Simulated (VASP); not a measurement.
Calculation: PBE GGA, VASP's PBE PAW potentials (set 64) (plane waves; VASP). Each cell was relaxed at this level.

Which of these has an unstable (imaginary) mode at Γ?
A. BaTiO3, P4mm (99)
B. CdF2, Fm-3m (225)
C. SrO, Fm-3m (225)
D. Mg2Ge, Fm-3m (225)

A, BaTiO3, P4mm (99). Its optical Γ-point modes are 136i (×2), 151, 163 (×2), 274, 293 (×2), 371, 450 (×2), 571 cm⁻¹.
